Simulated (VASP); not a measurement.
# SrIr2: structure and properties in VASP, part 2 of 2

What structure does SrIr2 take at this level, and what are its properties? Left out of this account: 1 further run (relaxation: it shows nothing beyond the runs told). The start is a computed cell from the Materials Project.

VASP 6.6.1; LDA; plane waves and PAW (Sr_sv, Ir).

So far. Step 4 (Density, ELF and potential (LDA)): In this run the pressure is 0.00 GPa, small enough to go on. Step 5 (Bands along the symmetry lines (LDA)): There is no gap at this level.

## 6. Density of states (LDA)

Here the states are counted by energy and projected on the atoms. The mesh is finer than in the run before.

INCAR reads:

```
SYSTEM = SrIr2
PREC = Accurate
ENCUT = 400
EDIFF = 1E-06
NELM = 100
ISMEAR = -5
SIGMA = 0.2
LREAL = .FALSE.
ALGO = Normal
GGA = CA
NBANDS = 44
LASPH = .TRUE.
LORBIT = 11
LWAVE = .FALSE.
LCHARG = .FALSE.
KPAR = 4
NEDOS = 2001
```

POSCAR reads:

```
SrIr2
1.0
    0.0000000000      3.7999648901      3.7999648901
    3.7999648901      0.0000000000      3.7999648901
    3.7999648901      3.7999648901      0.0000000000
Sr Ir
2 4
Direct
    0.2500000000      0.2500000000      0.2500000000
    0.0000000000      0.0000000000      0.0000000000
    0.6250000000      0.1250000000      0.6250000000
    0.6250000000      0.6250000000      0.1250000000
    0.1250000000      0.6250000000      0.6250000000
    0.6250000000      0.6250000000      0.6250000000
```

KPOINTS reads:

```
Automatic mesh
0
Gamma
7 7 7
0 0 0
```

The projector-augmented-wave data sets are Sr_sv and Ir (LDA family, release 64).

Command:

```bash
$ mpirun -np 4 vasp_std
```

Wall time 22 s (4 MPI ranks of AMD EPYC 7R43, shared host); peak memory 0.7 GiB; 84 s of CPU time.

With tetrahedra the forces and stress of a metal are not exact derivatives of the energy.

Numbers from this step:

* irreducible k-points: 20
* free energy (TOTEN): -46.82 eV
* Fermi energy: 6.291 eV
* pressure: -0.08884 GPa
* DOS at the Fermi level: 9.163 states/eV/cell

The density of states has structure finer than the step of the table below, so its rows give means over 0.5 eV, whole bins alone (the curve runs from -12.0 to 2.36 eV). Peaks (eV: height): total -3.76: 12.4, -3.40: 12.6, -2.97: 12.5, -0.59: 14.2; Ir d -3.76: 8.88, -3.40: 9.50, -2.97: 8.94, -0.52: 12.0; Ir p -2.18: 0.821, -1.75: 0.633, 1.35: 1.33, 2.22: 0.919; Ir s -7.01: 0.67, -5.06: 1.06, -4.05: 0.802, -3.76: 0.778; Sr d -2.97: 0.279, -2.11: 0.293, 1.35: 0.403, 2.22: 0.424.

States under -12.0 eV and over 2.4 eV are left out. Table of density of states by energy, zero at the Fermi level; means over each step; values in states/eV/cell:

| energy (eV) | total | Ir d | Ir p | Ir s | Sr d | Sr p | Sr s |
| --- | --- | --- | --- | --- | --- | --- | --- |
| -9.0 | 0 | 0 | 0 | 0 | 0 | 0 | 0 |
| -8.5 | 0.0176 | 0.00513 | 1.5e-4 | 0.00989 | 0 | 5.3e-5 | 2.4e-4 |
| -8.0 | 0.307 | 0.0944 | 0.00738 | 0.164 | 2.0e-5 | 0.00252 | 0.00333 |
| -7.5 | 0.641 | 0.218 | 0.0287 | 0.316 | 8.3e-4 | 0.00868 | 0.00437 |
| -7.0 | 1.29 | 0.485 | 0.0796 | 0.579 | 0.00396 | 0.0213 | 0.00377 |
| -6.5 | 1.25 | 0.474 | 0.0995 | 0.529 | 0.00653 | 0.0205 | 0.00174 |
| -6.0 | 0.489 | 0.185 | 0.0439 | 0.200 | 0.00360 | 0.00769 | 4.2e-4 |
| -5.5 | 1.57 | 0.860 | 0.0801 | 0.400 | 0.0244 | 0.0117 | 0.00294 |
| -5.0 | 4.44 | 2.75 | 0.182 | 0.824 | 0.0610 | 0.0298 | 0.0236 |
| -4.5 | 4.83 | 3.41 | 0.173 | 0.449 | 0.0516 | 0.0336 | 0.0466 |
| -4.0 | 6.68 | 4.66 | 0.309 | 0.515 | 0.0731 | 0.0795 | 0.0731 |
| -3.5 | 8.99 | 6.69 | 0.342 | 0.298 | 0.148 | 0.102 | 0.0818 |
| -3.0 | 8.07 | 5.78 | 0.358 | 0.374 | 0.172 | 0.154 | 0.0246 |
| -2.5 | 6.85 | 4.79 | 0.470 | 0.270 | 0.155 | 0.118 | 0.0194 |
| -2.0 | 7.94 | 5.35 | 0.596 | 0.339 | 0.209 | 0.133 | 0.0354 |
| -1.5 | 6.95 | 4.89 | 0.467 | 0.219 | 0.184 | 0.122 | 0.0207 |
| -1.0 | 6.79 | 4.91 | 0.420 | 0.251 | 0.170 | 0.108 | 0.0112 |
| -0.5 | 10.3 | 8.69 | 0.300 | 0.121 | 0.170 | 0.0594 | 0.00492 |
| 0.0 | 5.31 | 4.51 | 0.295 | 0.0437 | 0.0656 | 0.0119 | 0.00159 |
| 0.5 | 2.38 | 1.74 | 0.278 | 0.0244 | 0.0697 | 0.0110 | 0.00236 |
| 1.0 | 2.51 | 1.41 | 0.443 | 0.0390 | 0.128 | 0.0259 | 0.0279 |
| 1.5 | 4.03 | 2.08 | 0.713 | 0.0680 | 0.240 | 0.0552 | 0.0645 |
| 2.0 | 1.83 | 0.544 | 0.405 | 0.0287 | 0.189 | 0.0686 | 0.0397 |

The finer mesh and the other smearing move the Fermi level by +0.02 eV from the 5×5×5 run, a small shift, which tests the Fermi level alone. Of the states within 0.3 eV of the Fermi level, the largest shares in the PAW spheres are Ir d 84 % and Ir p 6 %. The rest lies in smaller channels or between the spheres.

## 7. Vibrations at Γ (LDA)

Zone-centre modes test whether the atoms sit at a minimum within this cell. IBRION = 8 takes the force constants from linear response, which needs tightly converged orbitals.

INCAR reads:

```
SYSTEM = SrIr2
PREC = Accurate
ENCUT = 400
EDIFF = 1E-08
NELM = 100
ISMEAR = 1
SIGMA = 0.2
LREAL = .FALSE.
ALGO = Normal
GGA = CA
NBANDS = 34
LASPH = .TRUE.
LORBIT = 11
LWAVE = .FALSE.
LCHARG = .FALSE.
KPAR = 4
IBRION = 8
ISIF = 2
```

POSCAR is that of step 6.

KPOINTS is that of step 6.

Command:

```bash
$ mpirun -np 4 vasp_std
```

It took 5.7 min on 4 MPI ranks; peak memory 2.2 GiB.

Energies printed during the response cycles are not total energies of the cell.

This step gave:

```
bands                     : 34
pressure of the cell      : -0.08033 GPa
largest force of the cell : 0 eV/Å
Fermi energy              : 6.255 eV
```

The modes at Γ (shares of kinetic energy by element, %):

| mode | frequency (cm⁻¹) | symmetry | Sr % | Ir % |
| --- | --- | --- | --- | --- |
| 1 | -0.1 | acoustic | 19 | 81 |
| 2 | -0.1 | acoustic | 19 | 81 |
| 3 | -0.1 | acoustic | 19 | 81 |
| 4 | 38.6 | T1u | 10 | 90 |
| 5 | 38.6 | T1u | 10 | 90 |
| 6 | 38.6 | T1u | 10 | 90 |
| 7 | 64.9 | Eu | 0 | 100 |
| 8 | 64.9 | Eu | 0 | 100 |
| 9 | 94.1 | T2u | 0 | 100 |
| 10 | 94.1 | T2u | 0 | 100 |
| 11 | 94.1 | T2u | 0 | 100 |
| 12 | 158.2 | T1u | 72 | 28 |
| 13 | 158.2 | T1u | 72 | 28 |
| 14 | 158.2 | T1u | 72 | 28 |
| 15 | 168.3 | T2g | 100 | 0 |
| 16 | 168.3 | T2g | 100 | 0 |
| 17 | 168.3 | T2g | 100 | 0 |
| 18 | 204.6 | A2u | 0 | 100 |

Displacements in mode 6 (38.6 cm⁻¹), the largest set to 1:
```
Sr1 -0.50 -0.47 -0.08
Sr2 -0.50 -0.47 -0.08
Ir3 -0.28 -0.48  0.05
Ir4  0.51  0.54 -0.96
Ir5 -0.44 -0.32 -0.01
Ir6  0.67  0.69  1.00
```

Displacements in mode 14 (158.2 cm⁻¹), the largest set to 1:
```
Sr1 -0.94 -0.71 -1.00
Sr2 -0.94 -0.71 -1.00
Ir3  0.17  0.43  0.20
Ir4  0.25  0.17  0.46
Ir5  0.45  0.15  0.26
Ir6 -0.02 -0.11  0.00
```

The three acoustic modes lie within 0.1 cm⁻¹ of zero, and all others are real. By the characters of their eigenvectors the optical modes sort into (cm⁻¹) Raman active: T2g 168; infrared active: T1u 39, T1u 158; silent: Eu 65, T2u 94, A2u 205. With a centre of inversion no mode is active in both.

## 8. Volume scan with LDA, volume scale 0.94

An equation of state needs energies on both sides of the minimum, all on one mesh and cutoff.

INCAR: that of step 7 with these lines changed.

```diff
@@ -3,3 +3,3 @@
 ENCUT = 400
-EDIFF = 1E-08
+EDIFF = 1E-06
 NELM = 100
@@ -16,3 +16,2 @@
 KPAR = 4
-IBRION = 8
 ISIF = 2
```

POSCAR: that of step 7 with these lines changed.

```diff
@@ -2,5 +2,5 @@
 1.0
-    0.0000000000      3.7999648901      3.7999648901
-    3.7999648901      0.0000000000      3.7999648901
-    3.7999648901      3.7999648901      0.0000000000
+    0.0000000000      3.7223928199      3.7223928199
+    3.7223928199      0.0000000000      3.7223928199
+    3.7223928199      3.7223928199      0.0000000000
 Sr Ir
```

KPOINTS reads:

```
Automatic mesh
0
Gamma
5 5 5
0 0 0
```

Command:

```bash
$ mpirun -np 4 vasp_std
```

The job ended after 12 s (4 MPI ranks; peak memory 0.6 GiB; 44 s of CPU time).

The scan keeps the cell's shape and the fractional positions fixed.

Numbers from this step:

```
irreducible k-points    : 10
free energy (TOTEN)     : -46.55 eV
energy at zero smearing : -46.55 eV
Fermi energy            : 6.985 eV
pressure                : 12.81 GPa
```

The pressure here is 12.81 GPa.

## 9. Volume scan with LDA, volume scale 0.96

INCAR is that of step 8.

POSCAR: that of step 8 with these lines changed.

```diff
@@ -2,5 +2,5 @@
 1.0
-    0.0000000000      3.7223928199      3.7223928199
-    3.7223928199      0.0000000000      3.7223928199
-    3.7223928199      3.7223928199      0.0000000000
+    0.0000000000      3.7486077176      3.7486077176
+    3.7486077176      0.0000000000      3.7486077176
+    3.7486077176      3.7486077176      0.0000000000
 Sr Ir
```

KPOINTS is that of step 8.

Command:

```bash
$ mpirun -np 4 vasp_std
```

It took 13 s on 4 MPI ranks; peak memory 0.59 GiB.

This step gave:

| Item | Value |
| --- | --- |
| free energy (TOTEN) | -46.69 eV |
| energy at zero smearing | -46.69 eV |
| Fermi energy | 6.738 eV |
| pressure | 8.032 GPa |

The pressure falls from 12.81 to 8.03 GPa.

The run ends at a pressure of 8.03 GPa.

## 10. Volume scan with LDA, volume scale 0.98

INCAR is that of step 9.

POSCAR: that of step 9 with these lines changed.

```diff
@@ -2,5 +2,5 @@
 1.0
-    0.0000000000      3.7486077176      3.7486077176
-    3.7486077176      0.0000000000      3.7486077176
-    3.7486077176      3.7486077176      0.0000000000
+    0.0000000000      3.7744610016      3.7744610016
+    3.7744610016      0.0000000000      3.7744610016
+    3.7744610016      3.7744610016      0.0000000000
 Sr Ir
```

KPOINTS is that of step 9.

Command:

```bash
$ mpirun -np 4 vasp_std
```

Run time: 12 s. Hardware: 4 MPI ranks; peak memory 0.61 GiB.

The pressure falls from 8.03 to 3.79 GPa.

The run ends at a pressure of 3.79 GPa.

## 11. Volume scan with LDA, volume scale 1

INCAR is that of step 10.

POSCAR: that of step 10 with these lines changed.

```diff
@@ -2,5 +2,5 @@
 1.0
-    0.0000000000      3.7744610016      3.7744610016
-    3.7744610016      0.0000000000      3.7744610016
-    3.7744610016      3.7744610016      0.0000000000
+    0.0000000000      3.7999648901      3.7999648901
+    3.7999648901      0.0000000000      3.7999648901
+    3.7999648901      3.7999648901      0.0000000000
 Sr Ir
```

KPOINTS is that of step 10.

Command:

```bash
$ mpirun -np 4 vasp_std
```

Elapsed: 12 s, on 4 MPI ranks; peak memory 0.59 GiB; 44 s of CPU time.

The pressure falls from 3.79 to 0.00 GPa.

The run ends at a pressure of 0.00 GPa.

## 12. Volume scan with LDA, volume scale 1.02

INCAR is that of step 11.

POSCAR: that of step 11 with these lines changed.

```diff
@@ -2,5 +2,5 @@
 1.0
-    0.0000000000      3.7999648901      3.7999648901
-    3.7999648901      0.0000000000      3.7999648901
-    3.7999648901      3.7999648901      0.0000000000
+    0.0000000000      3.8251309539      3.8251309539
+    3.8251309539      0.0000000000      3.8251309539
+    3.8251309539      3.8251309539      0.0000000000
 Sr Ir
```

KPOINTS is that of step 11.

Command:

```bash
$ mpirun -np 4 vasp_std
```

Elapsed: 12 s, on 4 MPI ranks; peak memory 0.61 GiB; 44 s of CPU time.

The pressure falls from 0.00 to -3.38 GPa.

The run ends at a pressure of -3.38 GPa.

## 13. Volume scan with LDA, volume scale 1.04

INCAR is that of step 12.

POSCAR: that of step 12 with these lines changed.

```diff
@@ -2,5 +2,5 @@
 1.0
-    0.0000000000      3.8251309539      3.8251309539
-    3.8251309539      0.0000000000      3.8251309539
-    3.8251309539      3.8251309539      0.0000000000
+    0.0000000000      3.8499701626      3.8499701626
+    3.8499701626      0.0000000000      3.8499701626
+    3.8499701626      3.8499701626      0.0000000000
 Sr Ir
```

KPOINTS is that of step 12.

Command:

```bash
$ mpirun -np 4 vasp_std
```

Wall time 12 s (4 MPI ranks); peak memory 0.59 GiB.

The pressure falls from -3.38 to -6.38 GPa.

The run ends at a pressure of -6.38 GPa.

## 14. Volume scan with LDA, volume scale 1.06

A prediction first. A parabola through the 6 pressures of evenly scaled cells so far, P = -0.01 -179.4 t +446 t² GPa with t = ln(V/V₁) and V₁ the volume at scale 1, gives -8.96 GPa at t = +0.0583.

INCAR is that of step 13.

POSCAR: that of step 13 with these lines changed.

```diff
@@ -2,5 +2,5 @@
 1.0
-    0.0000000000      3.8499701626      3.8499701626
-    3.8499701626      0.0000000000      3.8499701626
-    3.8499701626      3.8499701626      0.0000000000
+    0.0000000000      3.8744929267      3.8744929267
+    3.8744929267      0.0000000000      3.8744929267
+    3.8744929267      3.8744929267      0.0000000000
 Sr Ir
```

KPOINTS is that of step 13.

Command:

```bash
$ mpirun -np 4 vasp_std
```

The job ended after 11 s (4 MPI ranks; peak memory 0.6 GiB; 43 s of CPU time).

The pressure falls from -6.38 to -9.05 GPa. The parabola predicted -8.96 GPa, +0.09 GPa off.

## 15. The series together

Times are for 4 MPI ranks of AMD EPYC 7R43, shared host. Results by setting:

| no. | volume scale | energy above the lowest point (meV/atom) | pressure (GPa) | time | memory (GiB) |
| --- | --- | --- | --- | --- | --- |
| 1 | 0.94 | 41.68 | 12.81 | 12 s | 0.6 |
| 2 | 0.96 | 17.85 | 8.032 | 13 s | 0.59 |
| 3 | 0.98 | 4.33 | 3.788 | 12 s | 0.61 |
| 4 | 1 | 0 | -0.004652 | 12 s | 0.59 |
| 5 | 1.02 | 3.82 | -3.377 | 12 s | 0.61 |
| 6 | 1.04 | 14.93 | -6.378 | 12 s | 0.59 |
| 7 | 1.06 | 32.5 | -9.046 | 11 s | 0.6 |

## 16. Fit for LDA

This step: Birch-Murnaghan fit, LDA; plane waves and PAW (VASP 6.6.1).

Derived from the runs above.

Numbers from this step:

* pressure derivative of the bulk modulus: 4.804
* r.m.s. error of the fit: 3.07e-6 eV/atom
* minimum inside the sampled range: yes
* bulk modulus: 178.5 GPa
* equilibrium volume of the fit: 18.29 Å³/atom

The energy above the fitted minimum by volume:

| volume (Å³/atom) | energy above the fitted minimum (eV/atom) |
| --- | --- |
| 17.193 | 0.0417 |
| 17.559 | 0.0179 |
| 17.924 | 0.00434 |
| 18.290 | 5.4e-6 |
| 18.656 | 0.00382 |
| 19.022 | 0.0149 |
| 19.388 | 0.0325 |

The fitted volume lies +0.02 % from the relaxed one.

## 17. What came out

- relaxed volume: 18.29 Å³/atom
- relaxed conventional cell a, b, c: 7.600, 7.600, 7.600 Å
- space group after relaxing, within 0.02 Å: Fd-3m (No. 227)
- band gap: none, a metal
- DOS at the Fermi level: 9.16 states/eV/cell
- highest zone-centre mode: 205 cm⁻¹
- bulk modulus from the fit: 178 GPa
- volume from the fit: 18.3 Å³/atom

What this shows: With LDA, SrIr2 relaxes to 18.29 Å³/atom in space group Fd-3m (held by the symmetry of the run), comes out as a metal and has a bulk modulus of 178 GPa. Bands along the symmetry lines (LDA): Of the bands kept, 4 cross the Fermi level on this path. Vibrations at Γ (LDA): The highest mode in this list at Γ, 204.6 cm⁻¹, is mostly motion of Ir (100 % of the kinetic energy). Spin-orbit coupling is left out, and with elements this heavy it would split and shift bands near the Fermi level. The k-sampling is coarse for a metal, so the Fermi level, pressures and the shape of the cell carry errors. Modes at Γ alone can't show that the crystal is stable at other wave vectors. No search among competing phases was made, and a listed structure need not be the one stable at ambient conditions. All values are for a static lattice at zero temperature.

[Lines on the potential files, build, host, timing and source positions are cut from VASP's logs without a mark.]

[Logs are printed without paths, hosts, clocks, repeated set-up lines and the standing remarks that a program may print on its own settings, such as how far it seeks lower states.]

[Hosts, paths, dates, database ids (printed as entryN), source tags and the programs' standing remarks are cut or masked in the printed files.]

[A measured line is paired with the nearest computed mode of its activity, which favours agreement.]
